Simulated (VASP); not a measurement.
Input of a VASP 6.6.1 run:

File INCAR:

```
SYSTEM = W3N4
PREC = Accurate
ENCUT = 520
EDIFF = 1E-7
ISMEAR = -1
SIGMA = 0.05
LREAL = .FALSE.
LASPH = .TRUE.
NELM = 80
ALGO = Normal
ISIF = 2
LWAVE = .FALSE.
LCHARG = .FALSE.
GGA = PS
NBANDS = 40
```

The input KPOINTS:

```
Automatic mesh
0
G
  4 4 4
  0 0 0
```

Contents of POSCAR:

```
W3N4
1.0
    4.1711986900      0.0000000000      0.0000000000
    0.0000000000      4.1711986900      0.0000000000
    0.0000000000      0.0000000000      4.1711986900
N W
4 3
Direct
    0.5309406635      0.5441689952      0.4932876981
    0.5009746970     -0.0161807205     -0.0148408179
   -0.0143210632      0.4762280936     -0.0111977404
   -0.0134371446     -0.0263159365      0.5017341909
    0.4967557659      0.4959957925      0.0055986305
    0.0053327596      0.4900797473      0.4998028516
    0.4975946135      0.0156082232      0.4969617019
```

Potentials or basis: VASP PAW PBE potentials, release 64 (N, W_sv).

Run with:

```sh
$ cat potpaw_PBE.64/N/POTCAR potpaw_PBE.64/W_sv/POTCAR > POTCAR
$ mpirun -np 1 vasp_std > vasp.out
```

(1) What does it give for the pressure?

(2) Estimate the largest force.

(3) Estimate the band gap on the k mesh.

Answers

(1) 6.2 GPa.

(2) 3.525 eV/Å.

(3) none (metal or under the smearing width).

Caveat: the k mesh is coarse (spacing up to 0.38 Å⁻¹), so the values aren't converged; the PAW data sets were made with another functional, which shifts forces and pressure a little.
